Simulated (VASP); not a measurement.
# Mg under a change of volume

How do stress and energy of Mg follow a change of volume?

Calculated with VASP 6.6.1; PBEsol; plane waves and PAW (Mg), in the first sound run; inputs show where later runs differ.

This is a report of a sequence of runs, with most program output left out.

## Step 1: The structure

The structure is hexagonal, space group P6_3/mmc (No. 194). Conventional cell: a = 3.210 Å, b = 3.210 Å, c = 5.213 Å, α = 90.00°, β = 90.00°, γ = 120.00°. Mg has 12 Mg at 3.20 to 3.21 Å nearest.

Structure file:

```
Mg
1.0
     3.21000    0.00000    0.00000
    -1.60500    2.77994    0.00000
     0.00000    0.00000    5.21304
Mg
2
Direct
  0.00000 0.00000 0.00000
  0.33333 0.66667 0.50000
```

## Step 2: Relax the crystal, PBEsol

The series starts from the cell that this level prefers, so that zero strain is near zero stress.

This step took 2 runs in a row; the last is shown.

Level: PBEsol; plane waves and PAW (Mg).

The input, INCAR:

```
SYSTEM = Mg
PREC = Accurate
ENCUT = 450
EDIFF = 1E-07
NELM = 120
ISMEAR = 1
SIGMA = 0.15
LREAL = .FALSE.
ALGO = Normal
GGA = PS
NBANDS = 8
LASPH = .TRUE.
LORBIT = 11
LWAVE = .FALSE.
LCHARG = .FALSE.
KPAR = 8
IBRION = 2
NSW = 40
ISIF = 3
EDIFFG = -0.005
POTIM = 0.4
```

The input, POSCAR:

```
Mg
1.0
    3.1737578490      0.0000000000      0.0000000000
   -1.5868789245      2.7485549226      0.0000000000
    0.0000000000      0.0000000000      5.1571085761
Mg
2
Direct
    0.0000000000      0.0000000000      0.0000000000
    0.3333333333      0.6666666667      0.5000000000
```

The input, KPOINTS:

```
Automatic mesh
0
Gamma
21 21 11
0 0 0
```

Potentials, in the order of the species: Mg (PBE family, release 64).

The run is started by

```sh
mpirun -np 8 vasp_std
```

It took 10 s on 8 MPI ranks of Intel Xeon Platinum 8259CL at 2.50GHz (Skylake/Cascade Lake), shared host; peak memory 1.7 GiB; 71 s of CPU time.

Read from the output:

| Property | Result |
| --- | --- |
| energy(sigma→0) of the program | -3.4485 eV |
| stress, compression positive | xx, yy, zz -0.03, -0.03, -0.01 GPa |
| volume | 44.987 Å³ |
| ionic steps | 1 |

## Step 3: Relax at fixed volume, PBEsol

One member in full: the volume is scaled by 1.06, and shape and atoms relax at that volume.

Level: PBEsol; plane waves and PAW (Mg).

INCAR: that of step 2 with these lines changed.

```diff
@@ -15,7 +15,7 @@
 LCHARG = .FALSE.
-KPAR = 8
+KPAR = 2
 IBRION = 2
 NSW = 40
-ISIF = 3
-EDIFFG = -0.005
+ISIF = 4
+EDIFFG = -0.004
 POTIM = 0.4
```

The input, POSCAR:

```
Mg
1.0
    3.2360041981      0.0000000000      0.0000000000
   -1.6180020991      2.8024618422      0.0000000000
    0.0000000000      0.0000000000      5.2582540308
Mg
2
Direct
    0.0000000000      0.0000000000      0.0000000000
    0.3333333333      0.6666666667      0.5000000000
```

KPOINTS is that of step 2.

The run is started by

```sh
mpirun -np 2 vasp_std
```

Wall time 28 s (2 MPI ranks); peak memory 0.41 GiB.

This run gave:

```
energy(sigma→0) of the program : -3.4308 eV
stress, compression positive   : xx, yy, zz -2.00, -2.00, -1.96 GPa
ionic steps                    : 2
```

## Step 4: All members

The other members went through these steps as far as the tables show, with the same cutoff and, step by step, the same mesh; 9 runs are not shown. The session took 0.18 core hours (wall time by ranks) on a shared machine.

| volume over the relaxed volume | volume (Å³/atom) | pressure (GPa) | energy above the unstrained row, extrapolated to no smearing (meV/atom) |
| --- | --- | --- | --- |
| 0.940 | 21.144 | 2.631 | 10.463 |
| 0.960 | 21.594 | 1.657 | 4.455 |
| 0.980 | 22.044 | ? | ? |
| 0.990 | 22.268 | 0.367 | 0.245 |
| 1 | 22.493 | -0.021 | 0.000 |
| 1.010 | 22.718 | -0.391 | 0.287 |
| 1.020 | 22.943 | -0.742 | 1.080 |
| 1.040 | 23.393 | -1.394 | 4.087 |
| 1.060 | 23.843 | -1.984 | 8.836 |

## Step 5: A fit to the known rows

A least-squares cubic through the 8 rows shown, with u the logarithm of the volume ratio: pressure = − 68.29 u³ + 76.15 u² − 37.89 u − 0.02106 (GPa), r.m.s. residual 8.4e-5 GPa.

For the withheld row, u = -0.02020, the fit gives 0.776 GPa.

## Step 6: Checking the prediction

The calculation gives 0.776 GPa, so the prediction is right to the last digit shown.

A cubic of the pressure in ln(V/V₀) through all rows has the slope −B at V₀: B = 38 GPa, and its curvature gives B′ = 4.0.

## Step 7: What came out

```
error of the predicted pressure : 0.000 GPa
bulk modulus                    : 38 GPa
```

These are static values: temperature and zero-point motion are left out. In a metal the slopes also depend on mesh and smearing, which were held through the series.

[Lines on the potential files, build, host, timing and source positions are cut from VASP's logs without a mark.]

[Logs are printed without paths, hosts, clocks, repeated set-up lines and the standing remarks that a program may print on its own settings, such as how far it seeks lower states.]

[Hosts, paths, dates, database ids (printed as entryN), source tags and the programs' standing remarks are cut or masked in the printed files.]

[In band tables of VASP the shares of atoms and orbitals are scaled to a sum of 1 inside the atoms' spheres.]
